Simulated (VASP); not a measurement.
Computed with PBE GGA, VASP's PBE PAW potentials (set 64) (plane waves; VASP).

VASP ran on this input.

**KPOINTS**
```
Automatic mesh
0
Gamma
8 8 8
0 0 0
```

**INCAR**
```
ALGO = Normal
EDIFF = 1E-7
EDIFFG = -0.01
ENCUT = 480
GGA = PE
IBRION = 2
ISIF = 3
ISMEAR = 0
LASPH = .True.
LCHARG = .False.
LREAL = .False.
LWAVE = .False.
NELM = 100
NSW = 40
PREC = Accurate
PSTRESS = 150
SIGMA = 0.05
SYSTEM = Si
```

File POSCAR:
```
Si
1
    0.0000000000     2.7342071091     2.7342071091
    2.7342071091     0.0000000000     2.7342071091
    2.7342071091     2.7342071091     0.0000000000
Si
2
Direct
  0.0000000000   0.0000000000   0.0000000000
  0.2500000000   0.2500000000   0.2500000000
```

POTCAR, in this order: Si (PBE.64 set). Program: vasp_std.

The run wrote:

### OSZICAR
```
       N       E                     dE             d eps       ncg     rms          rms(c)
DAV:   1     0.592817617249E+01    0.59282E+01   -0.30401E+03   464   0.713E+02
DAV:   2    -0.107743968222E+02   -0.16703E+02   -0.16390E+02   696   0.810E+01
DAV:   3    -0.110138334586E+02   -0.23944E+00   -0.23605E+00   624   0.114E+01
DAV:   4    -0.110150157037E+02   -0.11822E-02   -0.11822E-02   720   0.891E-01
DAV:   5    -0.110150187412E+02   -0.30375E-05   -0.30374E-05   624   0.264E-02    0.475E+00
DAV:   6    -0.108985905445E+02    0.11643E+00   -0.75876E-02   560   0.144E+00    0.290E+00
DAV:   7    -0.108447457371E+02    0.53845E-01   -0.14612E-01   616   0.213E+00    0.174E-01
DAV:   8    -0.108458530894E+02   -0.11074E-02   -0.38328E-03   504   0.464E-01    0.730E-02
DAV:   9    -0.108460552123E+02   -0.20212E-03   -0.20417E-04   672   0.112E-01    0.569E-02
DAV:  10    -0.108460807122E+02   -0.25500E-04   -0.30743E-05   504   0.416E-02    0.101E-02
DAV:  11    -0.108460803469E+02    0.36525E-06   -0.57378E-07   792   0.528E-03    0.214E-03
DAV:  12    -0.108460806799E+02   -0.33296E-06   -0.57662E-07   504   0.606E-03    0.959E-04
DAV:  13    -0.108460806915E+02   -0.11600E-07   -0.20451E-09   384   0.409E-04
   1 F= -.70186715E+01 E0= -.70186715E+01  d E =-.701867E+01
       N       E                     dE             d eps       ncg     rms          rms(c)
DAV:   1    -0.101550011958E+02    0.69108E+00   -0.18835E+01   520   0.271E+01    0.487E+00
DAV:   2    -0.982241678648E+01    0.33258E+00   -0.29011E-01   592   0.393E+00    0.277E+00
DAV:   3    -0.966252567338E+01    0.15989E+00   -0.31127E-01   504   0.299E+00    0.930E-01
DAV:   4    -0.966224953125E+01    0.27614E-03   -0.34865E-03   640   0.561E-01    0.785E-01
DAV:   5    -0.966112234275E+01    0.11272E-02   -0.39635E-04   560   0.199E-01    0.103E-01
DAV:   6    -0.966111024518E+01    0.12098E-04   -0.15540E-05   592   0.297E-02    0.351E-02
DAV:   7    -0.966110961220E+01    0.63298E-06   -0.20932E-06   528   0.136E-02    0.219E-03
DAV:   8    -0.966110943655E+01    0.17565E-06   -0.17771E-08   408   0.107E-03    0.126E-03
DAV:   9    -0.966110948867E+01   -0.52123E-07   -0.29072E-08   344   0.150E-03
   2 F= -.67981976E+01 E0= -.67979602E+01  d E =0.220474E+00
       N       E                     dE             d eps       ncg     rms          rms(c)
DAV:   1    -0.108074647147E+02   -0.11464E+01   -0.52810E+00   528   0.132E+01    0.242E+00
DAV:   2    -0.107076918471E+02    0.99773E-01   -0.92600E-02   592   0.222E+00    0.158E+00
DAV:   3    -0.106566304698E+02    0.51061E-01   -0.10917E-01   512   0.171E+00    0.433E-01
DAV:   4    -0.106566548637E+02   -0.24394E-04   -0.13479E-03   648   0.331E-01    0.339E-01
DAV:   5    -0.106565186661E+02    0.13620E-03   -0.21341E-04   544   0.113E-01    0.426E-02
DAV:   6    -0.106565193305E+02   -0.66444E-06   -0.28440E-06   624   0.166E-02    0.146E-02
DAV:   7    -0.106565220825E+02   -0.27520E-05   -0.19302E-06   536   0.119E-02    0.359E-03
DAV:   8    -0.106565221324E+02   -0.49845E-07   -0.36428E-08   528   0.144E-03
   3 F= -.72727149E+01 E0= -.72727149E+01  d E =-.254043E+00
       N       E                     dE             d eps       ncg     rms          rms(c)
DAV:   1    -0.106423404949E+02    0.14182E-01   -0.38814E-03   560   0.366E-01    0.642E-02
DAV:   2    -0.106422740533E+02    0.66442E-04   -0.61356E-05   592   0.563E-02    0.400E-02
DAV:   3    -0.106422427061E+02    0.31347E-04   -0.74218E-05   536   0.448E-02    0.126E-02
DAV:   4    -0.106422429649E+02   -0.25881E-06   -0.86578E-07   640   0.851E-03    0.105E-02
DAV:   5    -0.106422439282E+02   -0.96329E-06   -0.14457E-07   504   0.300E-03    0.188E-03
DAV:   6    -0.106422438636E+02    0.64649E-07   -0.19151E-09   312   0.467E-04
   4 F= -.72731381E+01 E0= -.72731381E+01  d E =-.254467E+00
       N       E                     dE             d eps       ncg     rms          rms(c)
DAV:   1    -0.106334582268E+02    0.87857E-02   -0.13900E-03   552   0.219E-01    0.383E-02
DAV:   2    -0.106334349163E+02    0.23310E-04   -0.21941E-05   592   0.336E-02    0.239E-02
DAV:   3    -0.106334246040E+02    0.10312E-04   -0.26519E-05   536   0.268E-02    0.747E-03
DAV:   4    -0.106334247550E+02   -0.15102E-06   -0.31210E-07   608   0.510E-03    0.625E-03
DAV:   5    -0.106334253551E+02   -0.60006E-06   -0.49569E-08   296   0.180E-03    0.116E-03
DAV:   6    -0.106334253190E+02    0.36108E-07   -0.20285E-09   264   0.458E-04
   5 F= -.72730912E+01 E0= -.72730912E+01  d E =-.254420E+00
       N       E                     dE             d eps       ncg     rms          rms(c)
DAV:   1    -0.106471432824E+02   -0.13718E-01   -0.33567E-03   536   0.340E-01    0.596E-02
DAV:   2    -0.106470823841E+02    0.60898E-04   -0.52769E-05   592   0.522E-02    0.372E-02
DAV:   3    -0.106470486663E+02    0.33718E-04   -0.64183E-05   504   0.417E-02    0.115E-02
DAV:   4    -0.106470484610E+02    0.20527E-06   -0.76432E-07   640   0.800E-03    0.967E-03
DAV:   5    -0.106470473888E+02    0.10722E-05   -0.12416E-07   480   0.278E-03    0.168E-03
DAV:   6    -0.106470474468E+02   -0.57989E-07   -0.16692E-09   280   0.440E-04
   6 F= -.72730669E+01 E0= -.72730669E+01  d E =0.242817E-04
       N       E                     dE             d eps       ncg     rms          rms(c)
DAV:   1    -0.106396361936E+02    0.74112E-02   -0.10197E-03   528   0.187E-01    0.331E-02
DAV:   2    -0.106396192302E+02    0.16963E-04   -0.16047E-05   576   0.288E-02    0.206E-02
DAV:   3    -0.106396119267E+02    0.73035E-05   -0.19497E-05   504   0.230E-02    0.640E-03
DAV:   4    -0.106396120543E+02   -0.12762E-06   -0.22750E-07   568   0.438E-03    0.535E-03
DAV:   5    -0.106396125702E+02   -0.51583E-06   -0.36182E-08   256   0.155E-03    0.979E-04
DAV:   6    -0.106396125404E+02    0.29764E-07   -0.16407E-09   240   0.412E-04
   7 F= -.72731477E+01 E0= -.72731477E+01  d E =-.565006E-04
```

**OUTCAR**
```
------------------------ aborting loop because EDIFF is reached ----------------------------------------
  FORCE on cell =-STRESS in cart. coord.  units (eV):
  Direction    XX          YY          ZZ          XY          YZ          ZX
  --------------------------------------------------------------------------------------
  Total        3.3687417      3.3687417      3.3687417      0.0000000      0.0000000      0.0000000
  in kB      150.1014507    150.1014507    150.1014507      0.0000000      0.0000000      0.0000000
  external PRESSURE =       0.1014507 kB  Pullay stress =     150.0000000 kB
  volume of cell :       35.96
      direct lattice vectors                 reciprocal lattice vectors
     0.000000000  2.619717552  2.619717552    -0.190860270  0.190860270  0.190860270
     2.619717552 -0.000000000  2.619717552     0.190860270 -0.190860270  0.190860270
     2.619717552  2.619717552  0.000000000     0.190860270  0.190860270 -0.190860270
 POSITION                                       TOTAL-FORCE (eV/Angst)
 -----------------------------------------------------------------------------------
      0.00000      0.00000      0.00000        -0.000000     -0.000000     -0.000000
      1.30986      1.30986      1.30986         0.000000      0.000000      0.000000
 -----------------------------------------------------------------------------------
    total drift:                                0.000000      0.000000     -0.000000
  FREE ENERGIE OF THE ION-ELECTRON SYSTEM (eV)
  ---------------------------------------------------
  free  energy   TOTEN  =       -10.6396125404 eV

  energy  without entropy=      -10.6396125404  energy(sigma->0) =      -10.63961254
  enthalpy is  TOTEN    =        -7.2731477090 eV   P V=        3.3664648314

 reached required accuracy - stopping structural energy minimisation
```
(Selected blocks of OUTCAR.)

### CONTCAR
```
Si
   1.00000000000000
     0.0000000000000000    2.6197175519190141    2.6197175519190141
     2.6197175519190141   -0.0000000000000000    2.6197175519190141
     2.6197175519190141    2.6197175519190141    0.0000000000000000
  Si
     2
Direct
     0.0000000000000000    0.0000000000000000    0.0000000000000000
     0.2500000000000000    0.2500000000000000    0.2500000000000000
```

Energy and stress use the plane-wave basis of the starting cell.

The compound is Si in the diamond structure. This run relaxes it under an external pressure of 15 GPa. Symmetry was kept, so distortions that lower it aren't found.
